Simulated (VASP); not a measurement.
# Band gap of C: cutoff, mesh and cell

Aim: test what besides the functional moves the gap of C. The starting structure is a measured crystal structure from the Crystallography Open Database. Cell and atoms stay as given unless a step says otherwise.

Method: Kohn-Sham DFT with plane waves and PAW; LDA, in VASP 6.6.1.

The database entry behind the starting cell differs from later determinations by our own check (about 0.1 % long), so it need not match the best structure at ambient conditions.

**1. The starting structure**

The structure is cubic, space group Fd-3m (No. 227). The conventional cell has a = 3.572 Å, b = 3.572 Å, c = 3.572 Å, α = 90.00°, β = 90.00°, γ = 90.00°. Nearest to C lie 4 C at 1.55 Å.

Coordinates:

```
C
1.0
     0.00000    1.78581    1.78581
     1.78581    0.00000    1.78581
     1.78581    1.78581    0.00000
C
2
Direct
  0.00000 0.00000 0.00000
  0.25000 0.25000 0.25000
```

**2. Reference bands**

The input, INCAR:

```
SYSTEM = C
PREC = Accurate
ENCUT = 460
EDIFF = 1E-06
NELM = 100
ISMEAR = 0
SIGMA = 0.03
LREAL = .FALSE.
ALGO = Normal
GGA = CA
NBANDS = 16
LORBIT = 11
LWAVE = .FALSE.
LCHARG = .FALSE.
KPAR = 4
LASPH = .TRUE.
```

The input, POSCAR:

```
C
1.0
    0.0000000000      1.7858110000      1.7858110000
    1.7858110000      0.0000000000      1.7858110000
    1.7858110000      1.7858110000      0.0000000000
C
2
Direct
    0.0000000000      0.0000000000      0.0000000000
    0.2500000000      0.2500000000      0.2500000000
```

The input, KPOINTS:

```
Automatic mesh
0
Gamma
10 10 10
0 0 0
```

The input, KPOINTS_OPT:

```
Line mode
10
Line-mode
Reciprocal
  0.00000000   0.00000000   0.00000000 GAMMA
  0.50000000   0.00000000   0.50000000 X

  0.50000000   0.00000000   0.50000000 X
  0.50000000   0.25000000   0.75000000 W

  0.50000000   0.25000000   0.75000000 W
  0.37500000   0.37500000   0.75000000 K

  0.37500000   0.37500000   0.75000000 K
  0.00000000   0.00000000   0.00000000 GAMMA

  0.00000000   0.00000000   0.00000000 GAMMA
  0.50000000   0.50000000   0.50000000 L

  0.50000000   0.50000000   0.50000000 L
  0.62500000   0.25000000   0.62500000 U

  0.62500000   0.25000000   0.62500000 U
  0.50000000   0.25000000   0.75000000 W

  0.50000000   0.25000000   0.75000000 W
  0.50000000   0.50000000   0.50000000 L

  0.50000000   0.50000000   0.50000000 L
  0.37500000   0.37500000   0.75000000 K

  0.62500000   0.25000000   0.62500000 U
  0.50000000   0.00000000   0.50000000 X
```

The projector-augmented-wave data sets are C (LDA family, release 64).

Started as:

```bash
> mpirun -np 4 vasp_std
```

What it wrote:

```text
[banner, memory and clock lines left out]
running    4 mpi-ranks, on    1 nodes
 distrk:  each k-point on    1 cores,    4 groups
 distr:  one band on    1 cores,    1 groups

 POSCAR found type information on POSCAR C
 POSCAR found :  1 types and       2 ions
 LDA part: xc-table for (Slater(with rela. corr.)+CA(PZ))
 , standard interpolation
 POSCAR, INCAR and KPOINTS ok, starting setup
 FFT: planning ... GRIDC
 FFT: planning ... GRID_SOFT
 FFT: planning ... GRID
 WAVECAR not read
 entering main loop
       N       E                     dE             d eps       ncg     rms          rms(c)
DAV:   1    -0.151617530286E+01   -0.15162E+01   -0.41010E+03  1552   0.443E+02
DAV:   2    -0.207668559613E+02   -0.19251E+02   -0.18630E+02  2000   0.101E+02
DAV:   3    -0.210266292869E+02   -0.25977E+00   -0.25970E+00  1672   0.884E+00
DAV:   4    -0.210268285714E+02   -0.19928E-03   -0.19928E-03  2024   0.319E-01
DAV:   5    -0.210268287550E+02   -0.18364E-06   -0.18363E-06  1704   0.799E-03    0.570E+00
DAV:   6    -0.204398552651E+02    0.58697E+00   -0.20533E-01  1648   0.265E+00    0.330E+00
DAV:   7    -0.202345545912E+02    0.20530E+00   -0.26158E-01  1792   0.296E+00    0.738E-01
DAV:   8    -0.202345102721E+02    0.44319E-04   -0.10278E-02  1704   0.613E-01    0.719E-02
DAV:   9    -0.202344612235E+02    0.49049E-04   -0.56584E-05  1856   0.459E-02    0.232E-02
DAV:  10    -0.202344633466E+02   -0.21231E-05   -0.39537E-06  1856   0.124E-02    0.547E-03
DAV:  11    -0.202344631850E+02    0.16162E-06   -0.24790E-07  1112   0.285E-03
   1 F= -.20234463E+02 E0= -.20234463E+02  d E =-.719766E-69
 Start KPOINTS_OPT (optional k-point list driver)
k-point batch [1-47\100]
       N       E                     dE             ncg
DAV:   1     0.138415086014E+04   -0.12467E+05     1520
DAV:   2     0.472450280791E+03   -0.91170E+03     2016
DAV:   3     0.457937302023E+03   -0.14513E+02     1720
DAV:   4     0.457925774243E+03   -0.11528E-01     1992
DAV:   5     0.457925763882E+03   -0.10361E-04     1736
DAV:   6     0.457925763871E+03   -0.10316E-07     1568
[...]
k-point batch [95-100\100]
       N       E                     dE             ncg
DAV:   1     0.178723444539E+05   -0.27645E+04      208
DAV:   2     0.177516687594E+05   -0.12068E+03      256
DAV:   3     0.177503546906E+05   -0.13141E+01      208
DAV:   4     0.177503538782E+05   -0.81240E-03      272
DAV:   5     0.177503538776E+05   -0.61658E-06      208
```

It took 5.4 s on 4 MPI ranks of Intel Xeon Platinum 8488C (Sapphire Rapids), shared host; peak memory 0.44 GiB.

Lines that name or quote the potential files are left out of all logs, and their timing lines are given in words.

OUTCAR, selected parts (step 2):

```text
ion  position               nearest neighbor table
   1  0.000  0.000  0.000-   2 1.55   2 1.55   2 1.55   2 1.55
   2  0.250  0.250  0.250-   1 1.55   1 1.55   1 1.55   1 1.55

  LATTYP: Found a face centered cubic cell.
 ALAT       =     3.5716220000

 Subroutine GETGRP returns: Found 48 space group operations
 (whereof 24 operations were pure point group operations)

The static configuration has the point symmetry T_d .
 The point group associated with its full space group is O_h .

 Found     47 irreducible k-points:

   k-points           NKPTS =     47   k-points in BZ     NKDIM =     47   number of bands    NBANDS=     16

   dimension x,y,z NGX =    18 NGY =   18 NGZ =   18
   dimension x,y,z NGXF=    36 NGYF=   36 NGZF=   36

   ENCUT  =  460.0 eV  33.81 Ry    5.81 a.u.   4.42  4.42  4.42*2*pi/ulx,y,z

   NELECT =       8.0000    total number of electrons

 k-points in reciprocal lattice and weights: Automatic mesh
   0.00000000  0.00000000  0.00000000       0.001
   0.10000000  0.00000000  0.00000000       0.008
   0.20000000  0.00000000  0.00000000       0.008
   0.30000000  0.00000000  0.00000000       0.008
   0.40000000  0.00000000  0.00000000       0.008
   0.50000000  0.00000000  0.00000000       0.004
   0.10000000  0.10000000  0.00000000       0.006
   0.20000000  0.10000000  0.00000000       0.024
   0.30000000  0.10000000  0.00000000       0.024
[...]
-0.30000000  0.40000000  0.20000000       0.024
  -0.30000000  0.50000000  0.20000000       0.012

 average (electrostatic) potential at core
       1 -49.5668       2 -49.5668

 E-fermi :  10.0302

 k-point     1 :       0.0000    0.0000    0.0000
  band No.  band energies     occupation
      1     -11.5998      2.00000
      2       9.6636      2.00000
      3       9.6636      2.00000
      4       9.6636      2.00000
      5      15.1999      0.00000
      6      15.1999      0.00000
      7      15.1999      0.00000
      8      23.1265      0.00000
      9      28.6142      0.00000
    ...

 k-point     2 :       0.1000    0.0000    0.0000
  band No.  band energies     occupation
      1     -11.3241      2.00000
      2       8.0126      2.00000
      3       9.2205      2.00000
      4       9.2205      2.00000
      5      15.7796      0.00000
      6      15.7796      0.00000
      7      16.1405      0.00000
      8      23.3207      0.00000
      9      29.0453      0.00000
    ...

 k-point     3 :       0.2000    0.0000    0.0000
  band No.  band energies     occupation
      1     -10.5016      2.00000
      2       4.8437      2.00000
      3       8.3511      2.00000
      4       8.3511      2.00000
      5      16.8953      0.00000
      6      16.8953      0.00000
      7      17.3852      0.00000
      8      23.8586      0.00000
      9      29.7914      0.00000
    ...

  Total       -0.9652391     -0.9652391     -0.9652391     -0.0000000      0.0000000      0.0000000
  in kB     -135.7716201   -135.7716201   -135.7716201     -0.0000000      0.0000000      0.0000000
  external PRESSURE =    -135.7716201 kB  Pullay stress =       0.0000000 kB

  energy-cutoff  :      460.00
  volume of cell :       11.39
      direct lattice vectors                 reciprocal lattice vectors
     0.000000000  1.785811000  1.785811000    -0.279984836  0.279984836  0.279984836
     1.785811000  0.000000000  1.785811000     0.279984836 -0.279984836  0.279984836
     1.785811000  1.785811000  0.000000000     0.279984836  0.279984836 -0.279984836

 POSITION                                       TOTAL-FORCE (eV/Angst)
 -----------------------------------------------------------------------------------
      0.00000      0.00000      0.00000        -0.000000     -0.000000     -0.000000
      0.89291      0.89291      0.89291         0.000000      0.000000      0.000000
 -----------------------------------------------------------------------------------
    total drift:                               -0.000000     -0.000000     -0.000000

  FREE ENERGIE OF THE ION-ELECTRON SYSTEM (eV)
  ---------------------------------------------------
  free  energy   TOTEN  =       -20.2344631850 eV

  energy  without entropy=      -20.2344631850  energy(sigma->0) =      -20.23446318

 total charge
# of ion       s       p       d       tot
------------------------------------------
    1        0.820   1.749   0.000   2.569
    2        0.820   1.749   0.000   2.569
--------------------------------------------------
tot          1.640   3.498   0.000   5.138

[... 3 further parts left out ...]
```

At this level the cell is under a tension of 13.6 GPa, so at these settings it is away from equilibrium.

The reference gap is 4.104 eV.

**3. Bands with cell and atoms relaxed by LDA**

Against step 2 the input has another starting structure. The cell comes from a relaxation at this level, not shown (11.05 Å³).

INCAR is that of step 2.

The input, POSCAR:

```
C
1.0
    0.0000000000      1.7679418686      1.7679418686
    1.7679418686      0.0000000000      1.7679418686
    1.7679418686      1.7679418686      0.0000000000
C
2
Direct
    0.0000000000      0.0000000000      0.0000000000
    0.2500000000      0.2500000000      0.2500000000
```

KPOINTS is that of step 2.

KPOINTS_OPT is that of step 2.

Started as:

```bash
> mpirun -np 4 vasp_std
```

What it wrote:

```text
[... set-up lines as in an earlier step ...]
 entering main loop
       N       E                     dE             d eps       ncg     rms          rms(c)
DAV:   1    -0.952225084894E+00   -0.95223E+00   -0.41271E+03  1528   0.449E+02
DAV:   2    -0.208631261284E+02   -0.19911E+02   -0.19317E+02  1960   0.103E+02
DAV:   3    -0.211077478783E+02   -0.24462E+00   -0.24457E+00  1728   0.885E+00
DAV:   4    -0.211079253982E+02   -0.17752E-03   -0.17752E-03  1952   0.309E-01
[...]
DAV:   9    -0.202481847174E+02    0.53220E-04   -0.60052E-05  1872   0.471E-02    0.246E-02
DAV:  10    -0.202481868411E+02   -0.21237E-05   -0.41331E-06  1840   0.127E-02    0.543E-03
DAV:  11    -0.202481866790E+02    0.16216E-06   -0.23912E-07   968   0.280E-03
   1 F= -.20248187E+02 E0= -.20248187E+02  d E =-.330753E-12
 Start KPOINTS_OPT (optional k-point list driver)
k-point batch [1-47\100]
       N       E                     dE             ncg
DAV:   1     0.150406238388E+04   -0.12512E+05     1560
DAV:   2     0.573057051369E+03   -0.93101E+03     1992
DAV:   3     0.559234267177E+03   -0.13823E+02     1712
DAV:   4     0.559224115475E+03   -0.10152E-01     2016
DAV:   5     0.559224106887E+03   -0.85876E-05     1704
DAV:   6     0.559224106878E+03   -0.94675E-08     1600
[...]
k-point batch [95-100\100]
       N       E                     dE             ncg
DAV:   1     0.174716946955E+05   -0.25538E+04      200
DAV:   2     0.173627719790E+05   -0.10892E+03      256
DAV:   3     0.173615495582E+05   -0.12224E+01      240
DAV:   4     0.173615488886E+05   -0.66962E-03      256
DAV:   5     0.173615488882E+05   -0.45502E-06      240
```

It took 5.4 s on 4 MPI ranks; peak memory 0.45 GiB; 18 s of CPU time.

OUTCAR, selected parts (step 3):

```text
  Total       -0.0189518     -0.0189518     -0.0189518      0.0000000     -0.0000000     -0.0000000
  in kB       -2.7474392     -2.7474392     -2.7474392      0.0000000     -0.0000000     -0.0000000
  external PRESSURE =      -2.7474392 kB  Pullay stress =       0.0000000 kB

 POSITION                                       TOTAL-FORCE (eV/Angst)
 -----------------------------------------------------------------------------------
      0.00000      0.00000      0.00000         0.000000      0.000000      0.000000
      0.88397      0.88397      0.88397        -0.000000     -0.000000     -0.000000
 -----------------------------------------------------------------------------------
    total drift:                               -0.000000     -0.000000     -0.000000

  FREE ENERGIE OF THE ION-ELECTRON SYSTEM (eV)
  ---------------------------------------------------
  free  energy   TOTEN  =       -20.2481866790 eV

  energy  without entropy=      -20.2481866790  energy(sigma->0) =      -20.24818668

[... 1 part as in an earlier step ...]

[... 2 further parts left out ...]
[key lines of the parts left out:]
E-fermi :  10.2387
```

With cell and atoms relaxed by LDA the gap is 4.177 eV, +0.073 eV from the reference.

**4. Bands with no band path**

Against step 2 the input has no band path (also changed: NBANDS).

Changes to INCAR since step 3:

```diff
@@ -10,3 +10,3 @@
 GGA = CA
-NBANDS = 16
+NBANDS = 10
 LORBIT = 11
```

The input, POSCAR:

```
C
1.0
    0.0000000000      1.7858110000      1.7858110000
    1.7858110000      0.0000000000      1.7858110000
    1.7858110000      1.7858110000      0.0000000000
C
2
Direct
    0.0000000000      0.0000000000      0.0000000000
    0.2500000000      0.2500000000      0.2500000000
```

KPOINTS is that of step 3.

Started as:

```bash
> mpirun -np 4 vasp_std
```

What it wrote:

```text
[... set-up lines as in an earlier step ...]
 entering main loop
       N       E                     dE             d eps       ncg     rms          rms(c)
DAV:   1    -0.492267482963E+01   -0.49227E+01   -0.45859E+03   982   0.715E+02
DAV:   2    -0.207391970651E+02   -0.15817E+02   -0.15249E+02  1262   0.113E+02
DAV:   3    -0.210262624987E+02   -0.28707E+00   -0.28637E+00  1116   0.124E+01
DAV:   4    -0.210268279967E+02   -0.56550E-03   -0.56548E-03  1030   0.644E-01
[...]
DAV:   9    -0.202344616821E+02    0.96459E-05   -0.30063E-05  1040   0.456E-02    0.195E-02
DAV:  10    -0.202344632266E+02   -0.15445E-05   -0.17043E-06   992   0.115E-02    0.451E-03
DAV:  11    -0.202344631699E+02    0.56701E-07   -0.60049E-08   520   0.202E-03
   1 F= -.20234463E+02 E0= -.20234463E+02  d E =-.308735E-25
```

It took 2.4 s on 4 MPI ranks; peak memory 0.41 GiB.

Parts of OUTCAR (step 4):

```text
  Total       -0.9656228     -0.9656228     -0.9656228     -0.0000000      0.0000000      0.0000000
  in kB     -135.8255948   -135.8255948   -135.8255948     -0.0000000      0.0000000      0.0000000
  external PRESSURE =    -135.8255948 kB  Pullay stress =       0.0000000 kB

  FREE ENERGIE OF THE ION-ELECTRON SYSTEM (eV)
  ---------------------------------------------------
  free  energy   TOTEN  =       -20.2344631699 eV

  energy  without entropy=      -20.2344631699  energy(sigma->0) =      -20.23446317

[... 2 parts as in an earlier step ...]

[... 2 further parts left out ...]
[key lines of the parts left out:]
E-fermi :   9.8734
```

With no band path the gap is 4.125 eV, +0.021 eV from the reference, read on the mesh alone.

**5. Bands with a cutoff of 640 eV**

Against step 2 the input has ENCUT = 640.

Changes to INCAR since step 4:

```diff
@@ -2,3 +2,3 @@
 PREC = Accurate
-ENCUT = 460
+ENCUT = 640
 EDIFF = 1E-06
@@ -10,3 +10,3 @@
 GGA = CA
-NBANDS = 10
+NBANDS = 16
 LORBIT = 11
```

POSCAR is that of step 4.

KPOINTS is that of step 4.

KPOINTS_OPT is that of step 3.

Started as:

```bash
> mpirun -np 4 vasp_std
```

What it wrote:

```text
[... set-up lines as in an earlier step ...]
 entering main loop
       N       E                     dE             d eps       ncg     rms          rms(c)
DAV:   1     0.259675731374E+01    0.25968E+01   -0.50772E+03  1520   0.583E+02
DAV:   2    -0.206434939458E+02   -0.23240E+02   -0.22381E+02  2040   0.119E+02
DAV:   3    -0.210317500071E+02   -0.38826E+00   -0.38798E+00  1696   0.115E+01
DAV:   4    -0.210320948589E+02   -0.34485E-03   -0.34485E-03  2056   0.428E-01
[...]
DAV:   9    -0.202410839025E+02    0.46990E-04   -0.58253E-05  1912   0.476E-02    0.222E-02
DAV:  10    -0.202410861672E+02   -0.22647E-05   -0.41434E-06  1824   0.129E-02    0.547E-03
DAV:  11    -0.202410860301E+02    0.13706E-06   -0.26408E-07  1096   0.297E-03
   1 F= -.20241086E+02 E0= -.20241086E+02  d E =-.113350E-62
 Start KPOINTS_OPT (optional k-point list driver)
k-point batch [1-47\100]
       N       E                     dE             ncg
DAV:   1     0.160971752780E+04   -0.14474E+05     1536
DAV:   2     0.477755133124E+03   -0.11320E+04     1936
DAV:   3     0.456657312999E+03   -0.21098E+02     1728
DAV:   4     0.456639714045E+03   -0.17599E-01     1960
DAV:   5     0.456639695982E+03   -0.18063E-04     1784
DAV:   6     0.456639695956E+03   -0.26037E-07     1544
[...]
k-point batch [95-100\100]
       N       E                     dE             ncg
DAV:   1     0.203202364169E+05   -0.30599E+04      192
DAV:   2     0.201875067740E+05   -0.13273E+03      256
DAV:   3     0.201855226378E+05   -0.19841E+01      248
DAV:   4     0.201855211946E+05   -0.14432E-02      240
DAV:   5     0.201855211933E+05   -0.13099E-05      240
DAV:   6     0.201855211933E+05   -0.18554E-08      200
```

Wall time 7 s (4 MPI ranks); peak memory 0.49 GiB.

(Continued in part 2 of 2.)

[Lines on the potential files, build, host, timing and source positions are cut from VASP's logs without a mark.]

[Logs are printed without paths, hosts, clocks, repeated set-up lines and the standing remarks that a program may print on its own settings, such as how far it seeks lower states.]

[Hosts, paths, dates, database ids (printed as entryN), source tags and the programs' standing remarks are cut or masked in the printed files.]
